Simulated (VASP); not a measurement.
Runs of VASP 6.6.1 on VSi11C12 (a cell with a defect). The cell holds a defect, 24 atoms: a = 9.245 Å, b = 6.163 Å, c = 6.163 Å, α = 60.00°, β = 60.00°, γ = 60.00°. 

```tsv
task	fixed moment (μB)	cell	k mesh	mesh quality	gap on the mesh (eV)	moment (μB)	largest force (eV/Å)
single point	-	Cm, 10.35 Å³/atom	2 × 3 × 3	not flagged	0.16	1.00	(a)
single point	-	P1, 10.35 Å³/atom	2 × 3 × 3	coarse	none	(b)	0.50
relaxation of the atoms	-	atoms relaxed	2 × 3 × 3	not flagged	0.49	1.00	0.03
relaxation of the atoms	1	atoms relaxed from: atoms moved at random, drawn with an rms of 0.05 Å	2 × 3 × 3	coarse	-	1.00	0.03
single point	1	P1, 10.35 Å³/atom	3 × 4 × 4	not flagged	-	1.00	0.12
```

Alike in all rows: level PBEsol+U; potentials or basis VASP PAW PBE potentials, release 64 (V_sv, Si, C); spin collinear, ferromagnetic start; V d U = 3 eV; cutoff (eV) 450; smearing gaussian 0.03 eV.

Estimate the missing entries.

(a) 2.18; (b) 0.00.

Caveats: some runs use coarse meshes; the cutoff is under 1.25 times the usual one of these potentials, so pressure, stress and relaxed cells hold a basis-set (Pulay) error; the PAW data sets were made with another functional, which shifts forces and pressure a little; the U is typed as a test and isn't derived for this compound; the total moment is fixed, so each spin has its own Fermi level (some runs).

A k mesh can miss the band edges.

A gap of «none» marks a metal or a gap under the smearing width.
